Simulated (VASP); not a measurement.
Output of a VASP run:

### OUTCAR
```
 ion  position               nearest neighbor table
   1  0.564  0.436  0.250-   2 2.29   2 2.29   4 2.81   4 2.81   4 2.81   4 2.81   3 2.86   3 2.86
                             3 2.95
   2  0.436  0.564  0.750-   1 2.29   1 2.29   3 2.81   3 2.81   3 2.81   3 2.81   4 2.86   4 2.86
                             4 2.95
   3  0.855  0.145  0.250-   2 2.81   2 2.81   2 2.81   2 2.81   1 2.86   1 2.86   1 2.95   4 3.43
                             4 3.43   4 3.43   4 3.43
   4  0.145  0.855  0.750-   1 2.81   1 2.81   1 2.81   1 2.81   2 2.86   2 2.86   2 2.95   3 3.43
                             3 3.43   3 3.43   3 3.43
  LATTYP: Found a base centered orthorhombic cell.
 ALAT       =     3.8342180000
 B/A-ratio  =     2.6425351923
 C/A-ratio  =     0.9853599874
 Subroutine PRICEL returns:
 Original cell was already a primitive cell.
 Subroutine GETGRP returns: Found  8 space group operations
The static configuration has the point symmetry C_2h.
 The point group associated with its full space group is D_2h.
The dynamic configuration has the point symmetry C_2h.
 Subroutine INISYM returns: Found  8 space group operations
 Subroutine IBZKPT returns following result:
 Found    125 irreducible k-points:

 Following reciprocal coordinates:
            Coordinates               Weight
  0.000000  0.000000  0.000000      1.000000
  0.111111 -0.000000  0.000000      4.000000
  0.222222 -0.000000  0.000000      4.000000
  0.333333  0.000000  0.000000      4.000000
  0.444444 -0.000000  0.000000      4.000000
  0.111111  0.111111  0.000000      2.000000
  0.222222  0.111111  0.000000      4.000000
  0.333333  0.111111  0.000000      4.000000
  0.444444  0.111111  0.000000      4.000000
 -0.444444  0.111111  0.000000      4.000000
 -0.333333  0.111111  0.000000      4.000000
 -0.222222  0.111111  0.000000      4.000000
 -0.111111  0.111111  0.000000      2.000000
  0.222222  0.222222  0.000000      2.000000
  0.333333  0.222222  0.000000      4.000000
  0.444444  0.222222  0.000000      4.000000
 -0.444444  0.222222  0.000000      4.000000
 -0.333333  0.222222  0.000000      4.000000
 -0.222222  0.222222  0.000000      2.000000
  0.333333  0.333333  0.000000      2.000000
  0.444444  0.333333  0.000000      4.000000
 -0.444444  0.333333  0.000000      4.000000
 -0.333333  0.333333  0.000000      2.000000
  0.444444  0.444444  0.000000      2.000000
 -0.444444  0.444444  0.000000      2.000000
  0.000000  0.000000  0.125000      2.000000
  0.111111 -0.000000  0.125000      8.000000
  0.222222 -0.000000  0.125000      8.000000
  0.333333  0.000000  0.125000      8.000000
  0.444444 -0.000000  0.125000      8.000000
  0.111111  0.111111  0.125000      4.000000
  0.222222  0.111111  0.125000      8.000000
  0.333333  0.111111  0.125000      8.000000
  0.444444  0.111111  0.125000      8.000000
 -0.444444  0.111111  0.125000      8.000000
 -0.333333  0.111111  0.125000      8.000000
 -0.222222  0.111111  0.125000      8.000000
 -0.111111  0.111111  0.125000      4.000000
  0.222222  0.222222  0.125000      4.000000
  0.333333  0.222222  0.125000      8.000000
   k-points           NKPTS =    125   k-points in BZ     NKDIM =    125   number of bands    NBANDS=     23
   number of dos      NEDOS =    301   number of ions     NIONS =      4
   total plane-waves  NPLWV =  36288
   dimension x,y,z NGX =    36 NGY =   36 NGZ =   28
   dimension x,y,z NGXF=    72 NGYF=   72 NGZF=   56
   ions per type =               2   2
   PREC   = accura    normal or accurate (medium, high low for compatibility)
   ISTART =      0    job   : 0-new  1-cont  2-samecut
   ICHARG =      2    charge: 1-file 2-atom 10-const
   ISPIN  =      1    spin polarized calculation?
   LNONCOLLINEAR =      F non collinear calculations
   LSORBIT =      F    spin-orbit coupling
   INIWAV =      1    electr: 0-lowe 1-rand  2-diag
   ENCUT  =  400.0 eV  29.40 Ry    5.42 a.u.   8.83  8.83  6.16*2*pi/ulx,y,z
   NELM   =    100;   NELMIN=  2; NELMDL= -5     # of ELM steps
...
```

OSZICAR:
```
       N       E                     dE             d eps       ncg     rms          rms(c)
DAV:   1     0.321970933140E+03    0.32197E+03   -0.19491E+04  6430   0.141E+03
DAV:   2    -0.169477080720E+02   -0.33892E+03   -0.33474E+03  6420   0.421E+02
DAV:   3    -0.337387549364E+02   -0.16791E+02   -0.16444E+02  7846   0.822E+01
DAV:   4    -0.342117826353E+02   -0.47303E+00   -0.46157E+00  7181   0.127E+01
DAV:   5    -0.342293787488E+02   -0.17596E-01   -0.17562E-01  7986   0.204E+00    0.185E+01
DAV:   6    -0.319053314138E+02    0.23240E+01   -0.27801E+01  7414   0.239E+01    0.556E+00
DAV:   7    -0.315434130834E+02    0.36192E+00   -0.33317E+00  7144   0.765E+00    0.394E+00
DAV:   8    -0.315068428025E+02    0.36570E-01   -0.25331E-01  7103   0.282E+00    0.507E-01
DAV:   9    -0.315052934484E+02    0.15494E-02   -0.18981E-02  8781   0.624E-01    0.218E-01
DAV:  10    -0.315052269658E+02    0.66483E-04   -0.15140E-03  7507   0.320E-01    0.732E-02
DAV:  11    -0.315052634368E+02   -0.36471E-04   -0.17263E-04  8856   0.871E-02    0.163E-02
DAV:  12    -0.315052599243E+02    0.35126E-05   -0.20620E-05  6492   0.202E-02    0.612E-03
DAV:  13    -0.315052594028E+02    0.52146E-06   -0.23896E-06  5668   0.900E-03
   1 F= -.31505259E+02 E0= -.31501852E+02  d E =-.681389E-02
```

File OUTCAR:
```
------------------------ aborting loop because EDIFF is reached ----------------------------------------
  FORCE on cell =-STRESS in cart. coord.  units (eV):
  Direction    XX          YY          ZZ          XY          YZ          ZX
  --------------------------------------------------------------------------------------
  Total      -16.4603895    -14.2350086     -8.3148829      0.0000000      0.0000000      0.0000000
  in kB     -359.3640075   -310.7793858   -181.5309191      0.0000000      0.0000000      0.0000000
  external PRESSURE =    -283.8914375 kB  Pullay stress =       0.0000000 kB
  volume of cell :       73.39
      direct lattice vectors                 reciprocal lattice vectors
     1.917109000 -5.066028000  0.000000000     0.260809375 -0.098696651  0.000000000
     1.917109000  5.066028000  0.000000000     0.260809375  0.098696651  0.000000000
     0.000000000  0.000000000  3.778085000     0.000000000  0.000000000  0.264684357
 POSITION                                       TOTAL-FORCE (eV/Angst)
 -----------------------------------------------------------------------------------
      1.91711     -0.64845      0.94452         0.000000     -2.605175      0.000000
      1.91711      0.64845      2.83356         0.000000      2.605175      0.000000
      1.91711     -3.59435      0.94452         0.000000     -0.412684      0.000000
      1.91711      3.59435      2.83356         0.000000      0.412684     -0.000000
 -----------------------------------------------------------------------------------
    total drift:                                0.000000     -0.000000     -0.000000
  FREE ENERGIE OF THE ION-ELECTRON SYSTEM (eV)
  ---------------------------------------------------
  free  energy   TOTEN  =       -31.5052594028 eV

  energy  without entropy=      -31.4984455130  energy(sigma->0) =      -31.50185246
```
(Selected blocks of OUTCAR.)

**POSCAR**
```
PW
1
    1.9171090000    -5.0660280000     0.0000000000
    1.9171090000     5.0660280000     0.0000000000
    0.0000000000     0.0000000000     3.7780850000
P W
2 2
Direct
  0.5640000000   0.4360000000   0.2500000000
  0.4360000000   0.5640000000   0.7500000000
  0.8547500000   0.1452500000   0.2500000000
  0.1452500000   0.8547500000   0.7500000000
```

Q: Write an INCAR and KPOINTS that could have produced this output.

A: This is not unique; one that fits is the input of the run itself, PBE GGA, plane waves, VASP's PBE PAW potentials (set 64).

### INCAR
```
GGA = PE
EDIFF = 1E-6   # SCF stop (eV)
ALGO = Normal   # blocked Davidson
LCHARG = F
SYSTEM = PW
LREAL = F   # projection in real space or not
ENCUT = 400   # plane-wave cut-off (eV)
ISIF = 2   # forces and stress, cell fixed
SIGMA = 0.05
LWAVE = F
PREC = Accurate
NELM = 100
LASPH = T
ISMEAR = 0   # Gaussian
LMAXMIX = 6
```

File KPOINTS:
```
Automatic mesh
0
Gamma
9 9 8
0 0 0
```

POTCAR, in this order: P W_sv (PBE.64 set). Program: vasp_std.

The structure was generated: PW was put into the CrB type (Cmcm), which need not be its known phase. The cell was not relaxed at this level. The run is one of a series of settings (KPOINTS 9×9×8 Γ-centred mesh against the base run), some of them coarse on purpose.
